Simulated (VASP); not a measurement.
# PmSe (Fm-3m) in VASP: settings compared

One crystal, PmSe, is run at these levels: r2SCAN, LAK, r2SCAN+D3(BJ); tasks: relaxation of cell and atoms.

All numbers are computed with VASP 6.6.1; they aren't measurements. Logs are shortened: lines on timing, memory, paths and dates and some standing lists are left out, and cuts for length are marked.

### Step 1. Starting point

It takes space group Fm-3m (No. 225, cubic). Conventional cell: a = 5.921 Å, b = 5.921 Å, c = 5.921 Å, α = 90.00°, β = 90.00°, γ = 90.00°. Pm (site symmetry m-3m) has 6 Se at 2.96 Å as nearest neighbours. Around Se (site symmetry m-3m) lie 6 Pm at 2.96 Å.

The cell comes from a database or a generator and needn't be the stable form of this composition.

### Step 2. Relaxation of cell and atoms, r2SCAN, collinear spin, ferromagnetic start

Input file INCAR:

```
SYSTEM = PmSe
PREC = Accurate ; ENCUT = 600
EDIFF = 1E-7 ; ISMEAR = 0
SIGMA = 0.05 ; LREAL = .FALSE.
LASPH = .TRUE. ; NELM = 150
ALGO = Normal ; ISIF = 3
LWAVE = .FALSE. ; LCHARG = .FALSE.
ISPIN = 2 ; MAGMOM = 4 0
LORBIT = 11 ; LMAXMIX = 6
METAGGA = R2SCAN ; LMIXTAU = .TRUE.
IBRION = 2 ; NSW = 40
EDIFFG = -0.01
```

Input file KPOINTS:

```
Automatic mesh
0
G
  8 8 8
  0 0 0
```

Input file POSCAR:

```
PmSe
1.0
    0.0000000000      2.9605394209      2.9605394209
    2.9605394209      0.0000000000      2.9605394209
    2.9605394209      2.9605394209      0.0000000000
Pm Se
1 1
Direct
    0.0000000000      0.0000000000      0.0000000000
    0.5000000000      0.5000000000      0.5000000000
```

Potentials or basis: VASP PAW PBE potentials, release 64 (Pm, Se).

Run with:

```
$ cat potpaw_PBE.64/Pm/POTCAR potpaw_PBE.64/Se/POTCAR > POTCAR
$ mpirun -np 1 vasp_std > vasp.out
```

OUTCAR:

```text
SYSTEM = PmSe
   PREC = Accurate
   ENCUT = 600
   EDIFF = 1E-7
   ISMEAR = 0
   LREAL = .FALSE.
   LASPH = .TRUE.
   NELM = 150
   ISIF = 3
   ISPIN = 2
   LORBIT = 11
   METAGGA = R2SCAN
   IBRION = 2
   NSW = 40
   EDIFFG = -0.01

 ion  position               nearest neighbor table
   1  0.000  0.000  0.000-   2 2.96   2 2.96   2 2.96   2 2.96   2 2.96   2 2.96
   2  0.500  0.500  0.500-   1 2.96   1 2.96   1 2.96   1 2.96   1 2.96   1 2.96

  LATTYP: Found a face centered cubic cell.
 ALAT       =     5.9210788418

  Lattice vectors:

 A1 = (   0.0000000000,   2.9605394209,   2.9605394209)
 A2 = (   2.9605394209,   0.0000000000,   2.9605394209)
 A3 = (   2.9605394209,   2.9605394209,   0.0000000000)

Analysis of symmetry for initial positions (statically):
=====================================================================
 Subroutine PRICEL returns:
 Original cell was already a primitive cell.

 Routine SETGRP: Setting up the symmetry group for a
 face centered cubic supercell.

 Subroutine GETGRP returns: Found 48 space group operations
 (whereof 48 operations were pure point group operations)
 out of a pool of 48 trial point group operations.

The static configuration has the point symmetry O_h .

Analysis of symmetry for dynamics (positions and initial velocities):
=====================================================================
 Subroutine PRICEL returns:
 Original cell was already a primitive cell.

 Routine SETGRP: Setting up the symmetry group for a
 face centered cubic supercell.

 Subroutine GETGRP returns: Found 48 space group operations
 (whereof 48 operations were pure point group operations)
 out of a pool of 48 trial point group operations.

The dynamic configuration has the point symmetry O_h .

Analysis of structural, dynamic, and magnetic symmetry:
=====================================================================
 Subroutine PRICEL returns:
 Original cell was already a primitive cell.

 Routine SETGRP: Setting up the symmetry group for a
 face centered cubic supercell.

 Subroutine GETGRP returns: Found 48 space group operations
 (whereof 48 operations were pure point group operations)
 out of a pool of 48 trial point group operations.

The overall configuration has the point symmetry O_h .

 Subroutine INISYM returns: Found 48 space group operations
 (whereof 48 operations are pure point group operations),
 and found     1 'primitive' translations

----------------------------------------------------------------------------------------

                                     Primitive cell

  volume of cell :      51.8970

  direct lattice vectors                    reciprocal lattice vectors
     0.000000000  2.960539421  2.960539421    -0.168888141  0.168888141  0.168888141
     2.960539421  0.000000000  2.960539421     0.168888141 -0.168888141  0.168888141
     2.960539421  2.960539421  0.000000000     0.168888141  0.168888141 -0.168888141

  length of vectors
     4.186835001  4.186835001  4.186835001     0.292522842  0.292522842  0.292522842

  position of ions in fractional coordinates (direct lattice)
     0.000000000  0.000000000  0.000000000
     0.500000000  0.500000000  0.500000000

  ion indices of the primitive-cell ions
   primitive index   ion index
                 1           1
                 2           2

----------------------------------------------------------------------------------------

 KPOINTS: Automatic mesh

Automatic generation of k-mesh.
 Grid dimensions read from file:
 generate k-points for:    8    8    8

 Generating k-lattice:

  Cartesian coordinates                     Fractional coordinates (reciprocal lattice)
    -0.021111018  0.021111018  0.021111018     0.125000000  0.000000000  0.000000000
     0.021111018 -0.021111018  0.021111018     0.000000000  0.125000000  0.000000000
     0.021111018  0.021111018 -0.021111018     0.000000000  0.000000000  0.125000000

  Length of vectors
     0.036565355  0.036565355  0.036565355

  Shift w.r.t. Gamma in fractional coordinates (k-lattice)
     0.000000000  0.000000000  0.000000000

 Subroutine IBZKPT returns following result:
 ===========================================

 Found     29 irreducible k-points:

 Following reciprocal coordinates:
            Coordinates               Weight
  0.000000  0.000000  0.000000      1.000000
  0.125000  0.000000  0.000000      8.000000
  0.250000  0.000000  0.000000      8.000000
  0.375000  0.000000  0.000000      8.000000
  0.500000  0.000000  0.000000      4.000000
  0.125000  0.125000  0.000000      6.000000
[... 16 lines left out ...]
  0.500000  0.250000  0.125000     48.000000
 -0.375000  0.250000  0.125000     24.000000
 [... further k-points ...]
   k-points           NKPTS =     29   k-points in BZ     NKDIM =     29   number of bands    NBANDS=     16
   number of dos      NEDOS =    301   number of ions     NIONS =      2
   total plane-waves  NPLWV =  46656
   dimension x,y,z NGX =    36 NGY =   36 NGZ =   36
   dimension x,y,z NGXF=    72 NGYF=   72 NGZF=   72
   ions per type =               1   1
   NGX,Y,Z   is equivalent  to a cutoff of  14.29, 14.29, 14.29 a.u.
   NGXF,Y,Z  is equivalent  to a cutoff of  28.59, 28.59, 28.59 a.u.
 SYSTEM =  PmSe
   PREC   = accura    normal or accurate (medium, high low for compatibility)
   ISTART =      0    job   : 0-new  1-cont  2-samecut
   ICHARG =      2    charge: 1-file 2-atom 10-const
   ISPIN  =      2    spin polarized calculation?
   LNONCOLLINEAR =      F non collinear calculations
   LSORBIT =      F    spin-orbit coupling
   LASPH  =      T    aspherical Exc in radial PAW
   ENCUT  =  600.0 eV  44.10 Ry    6.64 a.u.   8.36  8.36  8.36*2*pi/ulx,y,z
   NELM   =    150;   NELMIN=  2; NELMDL= -5     # of ELM steps
   EDIFF  = 0.1E-06   stopping-criterion for ELM
   LREAL  =      F    real-space projection
   EDIFFG = -.1E-01   stopping-criterion for IOM
   NSW    =     40    number of steps for IOM
   IBRION =      2    ionic relax: 0-MD 1-quasi-New 2-CG
   NFREE  =      1    steps in history (QN), initial steepest desc. (CG)
   ISIF   =      3    stress and relaxation
   ISYM   =      2    0-nonsym 1-usesym 2-fastsym
   POTIM  = 0.5000    time-step for ionic-motion
   TEBEG  =    0.0;   TEEND  =   0.0 temperature during run
   PSTRESS=    0.0 pullay stress
   NELECT =      21.0000    total number of electrons
   NUPDOWN=      -1.0000    fix difference up-down
   EMIN   =  10.00;   EMAX   =-10.00  energy-range for DOS
[... 5 lines left out ...]
     AMIX     =   0.40;   BMIX     =  1.00
     AMIX_MAG =   1.60;   BMIX_MAG =  1.00
  volume/ion in A,a.u.               =      25.95       175.11
  Fermi-wavevector in a.u.,A,eV,Ry     =   1.210878  2.288228 19.949212  1.466226
  Thomas-Fermi vector in A             =   2.346411
   LORBIT       =     11    0 simple, 1 ext, 2 COOP (PROOUT), +10 PAW based schemes
   METAGGA = R2SCAN    functional components
   LHFCALC =     F    Hartree Fock is set to
   AEXX    =    0.0000 exact exchange contribution
   IVDW    =     0    specifies the selected vdW correction
   LEPSILON=     F    determine dielectric tensor
   LRPA    =     F    only Hartree local field effects (RPA)
 conjugate gradient relaxation of ions
 spin polarized calculation
 Gauss-broadening in eV      SIGMA  =   0.05
  energy-cutoff  :      600.00
  volume of cell :       51.90
 maximum number of plane-waves:      1759
 NGX is ok and might be reduce to    36
   NGX = 17   NGY = 17   NGZ = 17

--------------------------------------- Ionic step        1  -------------------------------------------

 number of electron      21.0000002 magnetization       4.7834105

 Free energy of the ion-electron system (eV)
  ---------------------------------------------------
  ext. energy  EPLUGINS =         0.00000000
  ---------------------------------------------------
  free energy    TOTEN  =       -53.40763267 eV

  energy without entropy =      -53.39186141  energy(sigma->0) =      -53.39974704

------------------------ aborting loop because EDIFF is reached ----------------------------------------

  FORCE on cell =-STRESS in cart. coord.  units (eV):
  Direction    XX          YY          ZZ          XY          YZ          ZX
  --------------------------------------------------------------------------------------
  -------------------------------------------------------------------------------------
  Total        1.2114694      1.2114694      1.2114694      0.0000000      0.0000000      0.0000000
  in kB       37.4007659     37.4007659     37.4007659      0.0000000      0.0000000      0.0000000
  external PRESSURE =      37.4007659 kB  Pullay stress =       0.0000000 kB
[... 57 lines left out ...]
  energy  without entropy=      -53.4249917838  energy(sigma->0) =      -53.43303620

--------------------------------------- Ionic step        3  -------------------------------------------

 number of electron      20.9999997 magnetization       4.8658804

 Free energy of the ion-electron system (eV)
  ---------------------------------------------------
  ext. energy  EPLUGINS =         0.00000000
  ---------------------------------------------------
  free energy    TOTEN  =       -53.44606213 eV

  energy without entropy =      -53.43019968  energy(sigma->0) =      -53.43813090

 E-fermi :   6.3588     XC(G=0): -10.2697

 val. band max:        6.3583064225   @ k =   0.3750   0.2500   0.1250
 cond. band min:       6.3593119960   @ k =  -0.3750   0.2500   0.1250
 fundamental gap:      0.0010055735
 Fermi energy:         6.3588449624

 spin component 1

 k-point     1 :       0.0000    0.0000    0.0000
  band No.  band energies     occupation
      1     -34.1689      1.00000
      2     -14.0026      1.00000
      3     -14.0015      1.00000
      4     -14.0015      1.00000
      5      -8.4155      1.00000
      6       3.2723      1.00000
[... 8 lines left out ...]
     15       6.9112      0.00000
     16       6.9115      0.00000
[... 422 lines left out ...]
      2     -14.3507      1.00000
      3     -14.1094      1.00000
      4     -14.0557      1.00000
      5      -7.6297      1.00000
      6       0.9233      1.00000
[... 8 lines left out ...]
     15       7.3481      0.00000
     16       8.2696      0.00000

 [... further k-points ...]

 spin component 2

 k-point     1 :       0.0000    0.0000    0.0000
  band No.  band energies     occupation
      1     -31.7271      1.00000
      2     -12.2855      1.00000
      3     -12.2855      1.00000
      4     -12.2854      1.00000
      5      -8.4062      1.00000
      6       3.4163      1.00000
[... 8 lines left out ...]
     15       9.0415      0.00000
     16      10.3697      0.00000
[... 466 lines left out ...]
  FREE ENERGIE OF THE ION-ELECTRON SYSTEM (eV)
  ---------------------------------------------------
  free  energy   TOTEN  =       -53.4460621342 eV

  energy  without entropy=      -53.4301996754  energy(sigma->0) =      -53.43813090

 reached required accuracy - stopping structural energy minimisation

 total charge

# of ion       s       p       d       f       tot
--------------------------------------------------
    1        2.011   5.563   0.365   4.478  12.417
    2        1.429   2.523   0.023   0.000   3.976
--------------------------------------------------
tot          3.440   8.087   0.388   4.478  16.392

 magnetization (x)

# of ion       s       p       d       f       tot
--------------------------------------------------
    1       -0.032   0.003   0.100   4.440   4.511
    2       -0.007  -0.067   0.013   0.000  -0.061
--------------------------------------------------
tot         -0.039  -0.065   0.113   4.440   4.449
```

Wall time 9.1 min (1 thread of Intel Xeon Platinum 8559C (Emerald Rapids), shared host); peak memory 0.31 GiB.

Results:

| Item | Value |
| --- | --- |
| Free energy | -53.4461 eV |
| Relaxed volume | 27.65 Å³/atom |
| Relaxed cell | a = 4.276 Å, b = 4.276 Å, c = 4.276 Å, α = 60.00°, β = 60.00°, γ = 60.00° |
| Space group after relaxing (to 0.05 Å) | Fm-3m (No. 225) |
| Energy gained by relaxing | 19.2 meV/atom |
| Ionic steps | 3 |
| Pressure after relaxing | 0.0 GPa |
| Band gap on the k mesh | none (metal or under the smearing width) |
| Net moment | 4.87 μB per cell |
| Site moments | Pm +4.51; Se -0.06 μB |
| Valence electrons inside the program's atomic spheres | Pm 12.42; Se 3.98 |

The path:
| step | energy change (eV) | largest force (eV/Å) | pressure (GPa) | volume (Å³) |
| --- | --- | --- | --- | --- |
| 1 | 0.0000 | 0.0000 | 3.74 | 51.90 |
| 2 | -0.0334 | 0.0000 | -1.19 | 56.58 |
| 3 | -0.0384 | 0.0000 | -0.01 | 55.30 |

Final structure:
```
CELL_PARAMETERS angstrom
0.00000 3.02389 3.02389
3.02389 0.00000 3.02389
3.02389 3.02389 0.00000
ATOMIC_POSITIONS crystal
Pm 0.00000 0.00000 0.00000
Se 0.50000 0.50000 0.50000
```

Levels at points of the mesh, in eV from the Fermi level:
Spin up:
```
           k point  band 10  band 11  band 12  band 13  band 14  band 15  band 16
(0.00, 0.00, 0.00)    -1.41    -1.41     0.44     0.44     0.44     0.55     0.55
(0.50, 0.00, 0.00)    -1.53    -1.41    -0.15    -0.01    -0.01     0.95     2.91
(0.50, 0.50, 0.00)    -1.38    -1.33    -1.33    -0.05     0.14     0.14     1.05
```
Spin down:
| k point | band 4 | band 5 | band 6 | band 7 | band 8 | band 9 | band 10 | band 11 | band 12 | band 13 |
| --- | --- | --- | --- | --- | --- | --- | --- | --- | --- | --- |
| (0.00, 0.00, 0.00) | -18.64 | -14.77 | -2.94 | -2.94 | -2.94 | 1.25 | 1.25 | 1.25 | 1.77 | 2.23 |
| (0.50, 0.00, 0.00) | -18.67 | -13.67 | -5.71 | -4.31 | -4.31 | 2.33 | 3.26 | 3.54 | 3.54 | 3.77 |
| (0.50, 0.50, 0.00) | -18.78 | -14.46 | -4.21 | -3.33 | -3.33 | -0.72 | 3.12 | 3.46 | 3.47 | 3.70 |

Caveat: the magnetic or orbital state may not be the lowest; the PAW data sets were made with another functional, which shifts forces and pressure a little; spin-orbit coupling is left out, which moves the levels of the heavy elements; without U or exact exchange the open f shell lies at the Fermi level, which spoils levels, moments and volumes. The state reached can hang on the start; a lower one may exist.

### Step 3. Relaxation of cell and atoms, LAK, collinear spin, ferromagnetic start

Input file INCAR:

```
SYSTEM = PmSe
  PREC = Accurate
  ENCUT = 600
  EDIFF = 1E-6
  ISMEAR = 0
  SIGMA = 0.05
  LREAL = .False.
  LASPH = .True.
  NELM = 120
  ALGO = Normal
  ISIF = 3
  LWAVE = .False.
  LCHARG = .False.
  ISPIN = 2
  MAGMOM = 4 0
  LORBIT = 11
  LMAXMIX = 6
  METAGGA = LAK
  LMIXTAU = .True.
  IBRION = 2
  NSW = 60
  EDIFFG = -0.01
```

Input file KPOINTS:

```
regular mesh
0
Gamma
  8 8 8
  0 0 0
```

POSCAR is that of step 2.

Potentials or basis: VASP PAW PBE potentials, release 64 (Pm, Se).

Run with:

```
$ cat potpaw_PBE.64/Pm/POTCAR potpaw_PBE.64/Se/POTCAR > POTCAR
$ mpirun -np 1 vasp_std > vasp.out
```

It took 17 min on 1 thread of Intel Xeon Platinum 8559C (Emerald Rapids), shared host; peak memory 0.33 GiB.

Results (log left out):

```
Free energy                                           : 49.1636 eV
Relaxed volume                                        : 29.13 Å³/atom
Relaxed cell                                          : a = 4.351 Å, b = 4.351 Å, c = 4.351 Å, α = 60.00°, β = 60.00°, γ = 60.00°
Space group after relaxing (to 0.05 Å)                : Fm-3m (No. 225)
Energy gained by relaxing                             : 69.5 meV/atom
Ionic steps                                           : 8
Pressure after relaxing                               : 0.0 GPa
Band gap on the k mesh                                : none (metal or under the smearing width)
Net moment                                            : 4.89 μB per cell
Site moments                                          : Pm +4.53; Se -0.09 μB
Valence electrons inside the program's atomic spheres : Pm 12.44; Se 3.94
```

The path:
```csv
step,energy change (eV),largest force (eV/Å),pressure (GPa),volume (Å³)
1,0.0000,0.0000,7.64,51.90
2,-0.1108,0.0000,-2.54,61.76
3,-0.1390,0.0000,0.09,58.34
4,-0.1389,0.0000,-0.29,58.48
5,-0.1388,0.0000,0.21,58.06
6,-0.1390,0.0000,-0.15,58.33
7,-0.1390,0.0000,0.09,58.22
8,-0.1390,0.0000,-0.05,58.26
```

Final structure:
```
Pm Se
1.0
     0.00000    3.07695    3.07695
     3.07695    0.00000    3.07695
     3.07695    3.07695    0.00000
Pm Se
1 1
Direct
  0.00000 0.00000 0.00000
  0.50000 0.50000 0.50000
```

Levels at points of the mesh, in eV from the Fermi level:
Spin up:
| k point | band 9 | band 10 | band 11 | band 12 | band 13 | band 14 | band 15 | band 16 |
| --- | --- | --- | --- | --- | --- | --- | --- | --- |
| (0.00, 0.00, 0.00) | -1.58 | -1.57 | -1.57 | 0.36 | 0.36 | 0.36 | 0.64 | 0.64 |
| (0.50, 0.00, 0.00) | -1.68 | -1.67 | -1.57 | -0.15 | -0.01 | -0.01 | 1.28 | 2.91 |
| (0.50, 0.50, 0.00) | -1.67 | -1.49 | -1.49 | -1.16 | -0.05 | 0.11 | 0.11 | 1.39 |
Spin down:
| k point | band 5 | band 6 | band 7 | band 8 | band 9 | band 10 | band 11 | band 12 |
| --- | --- | --- | --- | --- | --- | --- | --- | --- |
| (0.00, 0.00, 0.00) | -14.72 | -3.07 | -3.07 | -3.07 | 1.36 | 1.36 | 1.36 | 1.93 |
| (0.50, 0.00, 0.00) | -13.76 | -5.56 | -4.30 | -4.30 | 2.70 | 3.66 | 3.78 | 3.92 |
| (0.50, 0.50, 0.00) | -14.45 | -4.22 | -3.43 | -3.43 | -0.45 | 3.41 | 3.65 | 3.99 |

Caveat: the magnetic or orbital state may not be the lowest; the PAW data sets were made with another functional, which shifts forces and pressure a little; spin-orbit coupling is left out, which moves the levels of the heavy elements; without U or exact exchange the open f shell lies at the Fermi level, which spoils levels, moments and volumes. The state reached can hang on the start; a lower one may exist.

[end of part 1 of 2]
